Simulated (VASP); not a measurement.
Input:

```yaml
crystal:
  lattice:
    - [1.93632, -3.35380, 0.00000]
    - [1.93632, 3.35380, 0.00000]
    - [0.00000, 0.00000, 6.89552]
  atoms:
    - { symbol: Sn, position: [0.00000, 0.00000, 0.00000] }
    - { symbol: Se, position: [0.33333, 0.66667, 0.23132] }
    - { symbol: Se, position: [0.66667, 0.33333, 0.76868] }
```

These are PBE GGA, VASP's PBE PAW potentials (set 64) (plane waves; VASP 6.6.1) values and carry that method's errors. Run with 500 eV cut-off, 7×7×4 Γ-centred mesh, Gaussian smearing of 0.050 eV, potentials Sn_d Se.

Without a dispersion term in the relaxation, distances and binding between the weakly bound layers, chains or molecules are unreliable, and so is what depends on them.

Task: What does the run give for the energy per atom (σ→0)?

Result: 
| Item | Result |
|---|---|
| energy per atom (σ→0) | -3.957 eV/atom |

Total energies compare only between runs with the same potentials, cut-off and functional.

The compound is SnSe2 in the 1T layered structure. It was relaxed first, which changed the volume by +16 %.
